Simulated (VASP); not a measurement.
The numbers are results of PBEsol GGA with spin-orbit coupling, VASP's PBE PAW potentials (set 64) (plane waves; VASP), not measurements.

The input files of a VASP run:

### KPOINTS
```
kpoints
0
gamma
 4 4 4
```

**POSCAR**
```
BaTiO3
4.0
  1.0000000000   0.0000000000   0.0000000000
  0.0000000000   1.0000000000   0.0000000000
  0.0000000000   0.0000000000   1.0000000000
Ba Ti O
1 1 3
Cart
 -0.0038430000  -0.0039880000  -0.0077810000
  0.5077620000   0.5000910000   0.4995910000
  0.4980690000  -0.0044550000   0.4985380000
 -0.0030940000   0.5099380000   0.5023070000
  0.5011060000   0.4984150000   0.0073450000
```

**INCAR**
```
SYSTEM = BaTiO3
PREC = Accurate
ENCUT = 400
EDIFF = 1E-6
NELM = 100
ALGO = Normal
LREAL = .FALSE.
LASPH = .TRUE.
ISMEAR = -1
SIGMA = 0.02
GGA = PS
LMAXMIX = 4
LWAVE = .FALSE.
LCHARG = .FALSE.
ISIF = 2
LSORBIT = .TRUE.
LNONCOLLINEAR = .TRUE.
MAGMOM = 0.0 0.0 0.0 0.0 0.0 0.0 0.0 0.0 0.0 0.0 0.0 0.0 0.0 0.0 0.0
GGA_COMPAT = .FALSE.
LORBIT = 11
```

POTCAR, in this order: Ba_sv Ti_sv O (PBE.64 set). Program: vasp_ncl.

Output

File OUTCAR:
```
 ion  position               nearest neighbor table
   1  0.996  0.996  0.992-   4 2.76   3 2.81   5 2.81   3 2.82   4 2.82   5 2.82   5 2.84   4 2.84
                             3 2.84   5 2.85   3 2.85   4 2.90   2 3.41   2 3.43   2 3.45   2 3.46
   2  0.508  0.500  0.500-   4 1.96   5 1.97   3 1.98   3 2.02   5 2.03   4 2.04   1 3.41   1 3.43
                             1 3.45   1 3.46   1 3.46   1 3.48   1 3.50   1 3.52
   3  0.498  0.996  0.499-   2 1.98   2 2.02   1 2.81   1 2.82   1 2.84   1 2.85
   4  0.997  0.510  0.502-   2 1.96   2 2.04   1 2.76   1 2.82   1 2.84   1 2.90
   5  0.501  0.498  0.007-   2 1.97   2 2.03   1 2.81   1 2.82   1 2.84   1 2.85
  LATTYP: Found a simple cubic cell.
 ALAT       =     4.0000000000
 Subroutine PRICEL returns:
 Original cell was already a primitive cell.
 Subroutine GETGRP returns: Found  1 space group operations
The static configuration has the point symmetry C_1 .
The dynamic configuration has the point symmetry C_1 .
The overall configuration has the point symmetry C_1 .
 Subroutine INISYM returns: Found  1 space group operations
 Subroutine IBZKPT returns following result:
 Found     64 irreducible k-points:

 Following reciprocal coordinates:
            Coordinates               Weight
  0.000000  0.000000  0.000000      1.000000
  0.250000  0.000000  0.000000      1.000000
 -0.250000  0.000000  0.000000      1.000000
...
```

OSZICAR:
```
       N       E                     dE             d eps       ncg     rms          rms(c)
DAV:   1     0.446388652941E+03    0.44639E+03   -0.17390E+04  6144   0.150E+03
DAV:   2     0.814255217473E+01   -0.43825E+03   -0.41960E+03  7360   0.463E+02
DAV:   3    -0.487320630544E+02   -0.56875E+02   -0.56427E+02  8512   0.169E+02
DAV:   4    -0.522294459095E+02   -0.34974E+01   -0.34938E+01  8736   0.380E+01
DAV:   5    -0.524153914344E+02   -0.18595E+00   -0.18590E+00  8720   0.708E+00    0.231E+01
DAV:   6    -0.421275008043E+02    0.10288E+02   -0.57487E+01  8944   0.745E+01    0.973E+00
DAV:   7    -0.423408124613E+02   -0.21331E+00   -0.10146E+01  8200   0.238E+01    0.636E+00
DAV:   8    -0.421789675422E+02    0.16184E+00   -0.96182E-01  8696   0.103E+01    0.255E+00
DAV:   9    -0.421829105808E+02   -0.39430E-02   -0.21531E-01  7528   0.330E+00    0.902E-01
DAV:  10    -0.421879530980E+02   -0.50425E-02   -0.70477E-02  7616   0.174E+00    0.778E-01
DAV:  11    -0.421807323642E+02    0.72207E-02   -0.27786E-02  8480   0.179E+00    0.834E-02
DAV:  12    -0.421807764571E+02   -0.44093E-04   -0.14823E-03  7648   0.297E-01    0.612E-02
DAV:  13    -0.421807753219E+02    0.11352E-05   -0.10324E-03  8512   0.355E-01    0.837E-02
DAV:  14    -0.421806880684E+02    0.87254E-04   -0.28765E-04  8600   0.176E-01    0.113E-02
DAV:  15    -0.421806895112E+02   -0.14428E-05   -0.14599E-05  7736   0.330E-02    0.529E-03
DAV:  16    -0.421806894584E+02    0.52836E-07   -0.62709E-07  4496   0.555E-03
   1 F= -.42180689E+02 E0= -.42180689E+02  d E =-.238480E-12  mag=     0.0000    -0.0000    -0.0000
```

### OUTCAR
```
------------------------ aborting loop because EDIFF is reached ----------------------------------------
  FORCE on cell =-STRESS in cart. coord.  units (eV):
  Direction    XX          YY          ZZ          XY          YZ          ZX
  --------------------------------------------------------------------------------------
  Total       -2.6556018     -2.7107588     -2.6842510     -0.0140673      0.0462805      0.0188902
  in kB      -66.4803901    -67.8611920    -67.1975956     -0.3521615      1.1585862      0.4728971
  external PRESSURE =     -67.1797259 kB  Pullay stress =       0.0000000 kB
  volume of cell :       64.00
      direct lattice vectors                 reciprocal lattice vectors
     4.000000000  0.000000000  0.000000000     0.250000000  0.000000000  0.000000000
     0.000000000  4.000000000  0.000000000     0.000000000  0.250000000  0.000000000
     0.000000000  0.000000000  4.000000000     0.000000000  0.000000000  0.250000000
 POSITION                                       TOTAL-FORCE (eV/Angst)
 -----------------------------------------------------------------------------------
      3.98463      3.98405      3.96888         0.184560      0.106172      0.229311
      2.03105      2.00036      1.99836         0.078664      0.064938     -0.288787
      1.99228      3.98218      1.99415        -0.023655      0.214865      0.138231
      3.98762      2.03975      2.00923        -0.161001     -0.297041      0.067876
      2.00442      1.99366      0.02938        -0.078569     -0.088934     -0.146631
 -----------------------------------------------------------------------------------
    total drift:                                0.000412      0.000854     -0.000193
  FREE ENERGIE OF THE ION-ELECTRON SYSTEM (eV)
  ---------------------------------------------------
  free  energy   TOTEN  =       -42.1806894584 eV

  energy  without entropy=      -42.1806894584  energy(sigma->0) =      -42.18068946

 total charge

# of ion       s       p       d       tot
------------------------------------------
    1        2.003   5.633   0.340   7.976
    2        2.211   6.278   1.710  10.199
    3        1.585   3.462   0.000   5.047
    4        1.585   3.463   0.000   5.048
    5        1.585   3.462   0.000   5.047
--------------------------------------------------
tot          8.968  22.298   2.050  33.316

 magnetization (x)

# of ion       s       p       d       tot
------------------------------------------
    1        0.000  -0.000   0.000  -0.000
    2        0.000  -0.000  -0.000  -0.000
    3       -0.000  -0.000   0.000  -0.000
    4        0.000  -0.000   0.000  -0.000
    5        0.000   0.000   0.000   0.000
--------------------------------------------------
tot          0.000  -0.000   0.000  -0.000

 magnetization (y)

# of ion       s       p       d       tot
------------------------------------------
    1       -0.000   0.000  -0.000  -0.000
    2       -0.000   0.000  -0.000  -0.000
    3       -0.000   0.000   0.000   0.000
    4       -0.000  -0.000   0.000  -0.000
    5        0.000   0.000   0.000   0.000
--------------------------------------------------
tot         -0.000   0.000  -0.000   0.000

 magnetization (z)

# of ion       s       p       d       tot
------------------------------------------
    1       -0.000  -0.000  -0.000  -0.000
    2       -0.000  -0.000  -0.000  -0.000
    3        0.000   0.000   0.000   0.000
    4        0.000   0.000   0.000   0.000
    5        0.000   0.000   0.000   0.000
--------------------------------------------------
tot         -0.000   0.000  -0.000   0.000

 Ion:    1  E_soc:     -0.3864419

 Ion:    2  E_soc:     -0.0100999

 Ion:    3  E_soc:     -0.0002533

 Ion:    4  E_soc:     -0.0002531

 Ion:    5  E_soc:     -0.0002531
```
(Selected blocks of OUTCAR.)

At this cut-off the stress carries a Pulay error, which pulls relaxed volumes low.

The structure is a typed BaTiO3 crystal. The cell was not relaxed at this level, atoms are displaced from their ideal sites. The run is one of a series of settings (GGA_COMPAT = .FALSE., LNONCOLLINEAR = .TRUE., LSORBIT = .TRUE., MAGMOM = 0.0 0.0 0.0 0.0 0.0 0.0 0.0 0.0 0.0 0.0 0.0 0.0 0.0 0.0 0.0, program vasp_ncl against the base run), some of them coarse on purpose.
